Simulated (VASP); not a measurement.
OSZICAR of a VASP run on WC (wc):

**OSZICAR**
```
       N       E                     dE             d eps       ncg     rms          rms(c)
DAV:   1     0.110318465582E+03    0.11032E+03   -0.98771E+03  4368   0.153E+03
DAV:   2    -0.214444934579E+02   -0.13176E+03   -0.12818E+03  5063   0.377E+02
DAV:   3    -0.254745900030E+02   -0.40301E+01   -0.40001E+01  5412   0.611E+01
DAV:   4    -0.255158830779E+02   -0.41293E-01   -0.41272E-01  4761   0.656E+00
DAV:   5    -0.255162632740E+02   -0.38020E-03   -0.38009E-03  5173   0.644E-01    0.290E+01
DAV:   6    -0.225323042301E+02    0.29840E+01   -0.10208E+01  4943   0.320E+01    0.713E+00
DAV:   7    -0.224402252244E+02    0.92079E-01   -0.51881E-01  4623   0.623E+00    0.541E+00
DAV:   8    -0.224122390701E+02    0.27986E-01   -0.92266E-02  4798   0.295E+00    0.784E-01
DAV:   9    -0.224111820013E+02    0.10571E-02   -0.40290E-03  4758   0.548E-01    0.156E-01
DAV:  10    -0.224111101583E+02    0.71843E-04   -0.31433E-04  5153   0.235E-01    0.727E-02
DAV:  11    -0.224111095538E+02    0.60458E-06   -0.19371E-05  4698   0.436E-02    0.110E-02
DAV:  12    -0.224111083076E+02    0.12462E-05   -0.55472E-06  4768   0.246E-02    0.261E-03
DAV:  13    -0.224111083575E+02   -0.49903E-07   -0.97261E-08  3109   0.342E-03
   1 F= -.23282443E+02 E0= -.23282507E+02  d E =-.232824E+02
       N       E                     dE             d eps       ncg     rms          rms(c)
DAV:   1    -0.224164993884E+02   -0.53911E-02   -0.19746E-01  4373   0.531E+00    0.372E-01
DAV:   2    -0.224125152722E+02    0.39841E-02   -0.83347E-03  4653   0.898E-01    0.199E-01
DAV:   3    -0.224110556372E+02    0.14596E-02   -0.30218E-03  4738   0.502E-01    0.642E-02
DAV:   4    -0.224110394999E+02    0.16137E-04   -0.13538E-04  4833   0.115E-01    0.277E-02
DAV:   5    -0.224110361614E+02    0.33386E-05   -0.13032E-05  4688   0.349E-02    0.642E-03
DAV:   6    -0.224110355735E+02    0.58785E-06   -0.17422E-06  4923   0.130E-02    0.184E-03
DAV:   7    -0.224110355675E+02    0.59990E-08   -0.60306E-08  2314   0.267E-03
   2 F= -.23282283E+02 E0= -.23282323E+02  d E =0.160745E-03
       N       E                     dE             d eps       ncg     rms          rms(c)
DAV:   1    -0.224131400954E+02   -0.21045E-02   -0.58661E-02  4373   0.290E+00    0.202E-01
DAV:   2    -0.224119620053E+02    0.11781E-02   -0.24673E-03  4653   0.489E-01    0.109E-01
DAV:   3    -0.224115203202E+02    0.44169E-03   -0.92849E-04  4728   0.276E-01    0.335E-02
DAV:   4    -0.224115172476E+02    0.30726E-05   -0.38242E-05  4818   0.607E-02    0.147E-02
DAV:   5    -0.224115167826E+02    0.46500E-06   -0.36321E-06  4718   0.182E-02    0.339E-03
DAV:   6    -0.224115167213E+02    0.61247E-07   -0.51391E-07  4843   0.692E-03
   3 F= -.23282811E+02 E0= -.23282867E+02  d E =-.367456E-03
```

Q: Which electronic solver shows in the log?

A: It is blocked Davidson (ALGO = Normal, or the opening steps of other solvers). The INCAR had ALGO = Normal.

Q: Can the final energy be trusted as converged?

A: The run converged. It stopped with EDIFF = 1E-7, NELM = 100, NSW = 30 and EDIFFG = -0.01 after 3 ionic steps (PBE GGA with D3 dispersion (Becke-Johnson damping), plane waves, VASP's PBE PAW potentials (set 64)).

The compound is WC in the wc structure. This cell is one point of a volume scan, at 1.06 of the reference volume. Symmetry was kept, so distortions that lower it aren't found.
